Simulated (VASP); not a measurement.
InPd2F, 4 atoms in the cell. The cell holds a amorphous, 4 atoms: a = 3.503 Å, b = 4.857 Å, c = 4.365 Å, α = 98.01°, β = 69.74°, γ = 75.51°. The cell was built by a generator and needn't be a form met in nature.

| Item | Value |
| --- | --- |
| Program | VASP 6.6.1 |
| Task | single point |
| Functional | PBE |
| Potentials or basis | VASP PAW PBE potentials, release 64 (Pd, In_d, F) |
| Cutoff | 520 eV |
| k mesh | 5 × 3 × 4, shifted |
| Occupations | gaussian, width 0.1 eV |
| Spin | no spin polarisation |
| Dipole correction | no |
| Further INCAR settings | ALGO = Fast; EDIFF = 1e-06; NBANDS = 28 |

Potentials or basis: VASP PAW PBE potentials, release 64 (Pd, In_d, F).

Command:

```console
$ cat potpaw_PBE.64/Pd/POTCAR potpaw_PBE.64/In_d/POTCAR potpaw_PBE.64/F/POTCAR > POTCAR
$ mpirun -np 1 vasp_std > vasp.out
```

Hardware: 1 thread of Intel(R) Xeon(R) Platinum 8559C (Emerald Rapids), on a shared host.

Estimate the wall time of this run.

Run time: 35 s on 1 thread of Intel(R) Xeon(R) Platinum 8559C (Emerald Rapids), with other jobs on the host, peak memory 0.2 GiB. Counts: scf iterations 15, k points 30.
